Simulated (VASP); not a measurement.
Level of theory: PBE GGA with D3 dispersion (zero damping), VASP's PBE PAW potentials (set 64) (plane waves; VASP 6.6.1).

A VASP calculation is set up with these files.

**INCAR**
```
# general
SYSTEM  = AuZn
PREC    = Accurate
ENCUT   = 520
LREAL   = .FALSE.
LASPH   = .TRUE.

# electronic loop
EDIFF   = 1E-7
NELM    = 100
ALGO    = Normal
LMAXMIX = 6

# smearing
ISMEAR  = 1
SIGMA   = 0.1

# functional
GGA     = PE
IVDW    = 11

# ions
ISIF    = 2

# output
LWAVE   = .FALSE.
LCHARG  = .FALSE.
```

KPOINTS:
```
Automatic mesh
0
Gamma
12 12 12
0 0 0
```

POSCAR:
```
AuZn
1
    3.2260997172     0.0000000000     0.0000000000
    0.0000000000     3.2260997172     0.0000000000
    0.0000000000     0.0000000000     3.2260997172
Zn Au
1 1
Direct
  0.5000000000   0.5000000000   0.5000000000
  0.0000000000   0.0000000000   0.0000000000
```

POTCAR, in this order: Zn Au (PBE.64 set). Program: vasp_std.

Unless said otherwise, spin-orbit coupling is left out, though it shifts the bands of the heavy elements here.

Task: Estimate the energy per atom (σ→0), dispersion energy, pressure, band gap (on the k-mesh).

Result: 
```
Property                                                     Value
------------------------  ----------------------------------------
energy per atom (σ→0)                           -286.2 kJ/mol-atom
dispersion energy                                        -1.196 eV
band gap (on the k-mesh)  none (metal, semimetal or under 0.01 eV)
pressure                                                 -5.18 GPa
```

### OSZICAR
```
...
DAV:   6    -0.476703030652E+01    0.39028E+00   -0.14429E+00  2548   0.143E+01    0.465E+00
DAV:   7    -0.474536830441E+01    0.21662E-01   -0.29648E-02  3452   0.358E+00    0.257E+00
DAV:   8    -0.473750231021E+01    0.78660E-02   -0.10563E-02  3131   0.126E+00    0.152E-01
DAV:   9    -0.473754243839E+01   -0.40128E-04   -0.39548E-04  2765   0.219E-01    0.800E-02
DAV:  10    -0.473755392190E+01   -0.11484E-04   -0.41593E-05  3045   0.916E-02    0.150E-02
DAV:  11    -0.473755443400E+01   -0.51210E-06   -0.73515E-06  2912   0.544E-02    0.419E-03
DAV:  12    -0.473755435004E+01    0.83955E-07   -0.13350E-07  1995   0.923E-03
   1 F= -.59337806E+01 E0= -.59333947E+01  d E =-.115780E-02
```

The compound is AuZn in the CsCl type structure. This cell is one point of a volume scan, at 1.06 of the reference volume. The electron count is odd and the run is not spin-polarised, which forces a metal.
